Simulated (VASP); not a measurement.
Set up this calculation in VASP 6.6.1, as the native input.

| Item | Value |
| --- | --- |
| Task | band structure |
| Functional | PBE |
| Potentials or basis | VASP PAW PBE potentials, release 64 (Rh_pv) |
| Cutoff | 520 eV |
| k mesh | 16 × 16 × 16 |
| Occupations | methfessel-paxton, width 0.1 eV |
| Spin | no spin polarisation |
| Further INCAR settings | ALGO = Fast; EDIFF = 1e-06; NBANDS = 14 |

The structure of Rh lies in POSCAR:

```
Rh                                      
1.0
    0.0000000000      1.9147257169      1.9147257169
    1.9147257169      0.0000000000      1.9147257169
    1.9147257169      1.9147257169      0.0000000000
  Rh            
     1
Direct
     0.0000000000000000    0.0000000000000000    0.0000000000000000
```

These files were run (other wordings do the same):

INCAR

```
PREC = Accurate
ENCUT = 520
EDIFF = 1E-6
ISMEAR = 1
SIGMA = 0.1
LREAL = F
LASPH = T
NELM = 80
ALGO = Fast
ISIF = 2
LWAVE = F
LCHARG = F
LMAXMIX = 4
GGA = PE
NBANDS = 14
ICORELEVEL = 1
```

KPOINTS

```
Automatic mesh
0
Gamma
  16 16 16
```

KPOINTS_OPT

```
explicit points
106
Reciprocal
 0.0000000000  0.0000000000  0.0000000000 1
 0.0555555556  0.0000000000  0.0555555556 1
 0.1111111111  0.0000000000  0.1111111111 1
 0.1666666667  0.0000000000  0.1666666667 1
 0.2222222222  0.0000000000  0.2222222222 1
 0.2777777778  0.0000000000  0.2777777778 1
 0.3333333333  0.0000000000  0.3333333333 1
 0.3888888889  0.0000000000  0.3888888889 1
 0.4444444444  0.0000000000  0.4444444444 1
 0.5000000000  0.0000000000  0.5000000000 1
 0.5000000000  0.0000000000  0.5000000000 1
 0.5000000000  0.0277777778  0.5277777778 1
 0.5000000000  0.0555555556  0.5555555556 1
 0.5000000000  0.0833333333  0.5833333333 1
 0.5000000000  0.1111111111  0.6111111111 1
 0.5000000000  0.1388888889  0.6388888889 1
 0.5000000000  0.1666666667  0.6666666667 1
 0.5000000000  0.1944444444  0.6944444444 1
 0.5000000000  0.2222222222  0.7222222222 1
 0.5000000000  0.2500000000  0.7500000000 1
 0.5000000000  0.2500000000  0.7500000000 1
 0.4861111111  0.2638888889  0.7500000000 1
 0.4722222222  0.2777777778  0.7500000000 1
 0.4583333333  0.2916666667  0.7500000000 1
 0.4444444444  0.3055555556  0.7500000000 1
 0.4305555556  0.3194444444  0.7500000000 1
 0.4166666667  0.3333333333  0.7500000000 1
 0.4027777778  0.3472222222  0.7500000000 1
 0.3888888889  0.3611111111  0.7500000000 1
 0.3750000000  0.3750000000  0.7500000000 1
 0.3750000000  0.3750000000  0.7500000000 1
 0.3333333333  0.3333333333  0.6666666667 1
 0.2916666667  0.2916666667  0.5833333333 1
 0.2500000000  0.2500000000  0.5000000000 1
 0.2083333333  0.2083333333  0.4166666667 1
 0.1666666667  0.1666666667  0.3333333333 1
 0.1250000000  0.1250000000  0.2500000000 1
 0.0833333333  0.0833333333  0.1666666667 1
 0.0416666667  0.0416666667  0.0833333333 1
 0.0000000000  0.0000000000  0.0000000000 1
 0.0000000000  0.0000000000  0.0000000000 1
 0.0555555556  0.0555555556  0.0555555556 1
 0.1111111111  0.1111111111  0.1111111111 1
 0.1666666667  0.1666666667  0.1666666667 1
 0.2222222222  0.2222222222  0.2222222222 1
 0.2777777778  0.2777777778  0.2777777778 1
 0.3333333333  0.3333333333  0.3333333333 1
 0.3888888889  0.3888888889  0.3888888889 1
 0.4444444444  0.4444444444  0.4444444444 1
 0.5000000000  0.5000000000  0.5000000000 1
 0.5000000000  0.5000000000  0.5000000000 1
 0.5138888889  0.4722222222  0.5138888889 1
 0.5277777778  0.4444444444  0.5277777778 1
 0.5416666667  0.4166666667  0.5416666667 1
 0.5555555556  0.3888888889  0.5555555556 1
 0.5694444444  0.3611111111  0.5694444444 1
 0.5833333333  0.3333333333  0.5833333333 1
 0.5972222222  0.3055555556  0.5972222222 1
 0.6111111111  0.2777777778  0.6111111111 1
 0.6250000000  0.2500000000  0.6250000000 1
 0.6250000000  0.2500000000  0.6250000000 1
 0.6111111111  0.2500000000  0.6388888889 1
 0.5972222222  0.2500000000  0.6527777778 1
 0.5833333333  0.2500000000  0.6666666667 1
 0.5694444444  0.2500000000  0.6805555556 1
 0.5555555556  0.2500000000  0.6944444444 1
 0.5416666667  0.2500000000  0.7083333333 1
 0.5277777778  0.2500000000  0.7222222222 1
 0.5138888889  0.2500000000  0.7361111111 1
 0.5000000000  0.2500000000  0.7500000000 1
 0.5000000000  0.2500000000  0.7500000000 1
 0.5000000000  0.2777777778  0.7222222222 1
 0.5000000000  0.3055555556  0.6944444444 1
 0.5000000000  0.3333333333  0.6666666667 1
 0.5000000000  0.3611111111  0.6388888889 1
 0.5000000000  0.3888888889  0.6111111111 1
 0.5000000000  0.4166666667  0.5833333333 1
 0.5000000000  0.4444444444  0.5555555556 1
 0.5000000000  0.4722222222  0.5277777778 1
 0.5000000000  0.5000000000  0.5000000000 1
 0.5000000000  0.5000000000  0.5000000000 1
 0.4861111111  0.4861111111  0.5277777778 1
 0.4722222222  0.4722222222  0.5555555556 1
 0.4583333333  0.4583333333  0.5833333333 1
 0.4444444444  0.4444444444  0.6111111111 1
 0.4305555556  0.4305555556  0.6388888889 1
 0.4166666667  0.4166666667  0.6666666667 1
 0.4027777778  0.4027777778  0.6944444444 1
 0.3888888889  0.3888888889  0.7222222222 1
 0.3750000000  0.3750000000  0.7500000000 1
 0.6250000000  0.2500000000  0.6250000000 1
 0.6111111111  0.2222222222  0.6111111111 1
 0.5972222222  0.1944444444  0.5972222222 1
 0.5833333333  0.1666666667  0.5833333333 1
 0.5694444444  0.1388888889  0.5694444444 1
 0.5555555556  0.1111111111  0.5555555556 1
 0.5416666667  0.0833333333  0.5416666667 1
 0.5277777778  0.0555555556  0.5277777778 1
 0.5138888889  0.0277777778  0.5138888889 1
 0.5000000000  0.0000000000  0.5000000000 1
 0.0000000000  0.0000000000  0.0000000000 1
 0.3750000000  0.3750000000  0.7500000000 1
 0.5000000000  0.5000000000  0.5000000000 1
 0.6250000000  0.2500000000  0.6250000000 1
 0.5000000000  0.2500000000  0.7500000000 1
 0.5000000000  0.0000000000  0.5000000000 1
```

Potentials or basis: VASP PAW PBE potentials, release 64 (Rh_pv).

Command:

```sh
$ cat potpaw_PBE.64/Rh_pv/POTCAR > POTCAR
$ mpirun -np 1 vasp_std > vasp.out
```

Results of the run:

```json
{
  "Pressure": "0.2 GPa",
  "Band gap along the path": "none (metal or under the smearing width)"
}
```

Wall time 12 s on 1 thread of Intel(R) Xeon(R) 6975P-C (Granite Rapids) (shared host), peak memory 0.15 GiB.
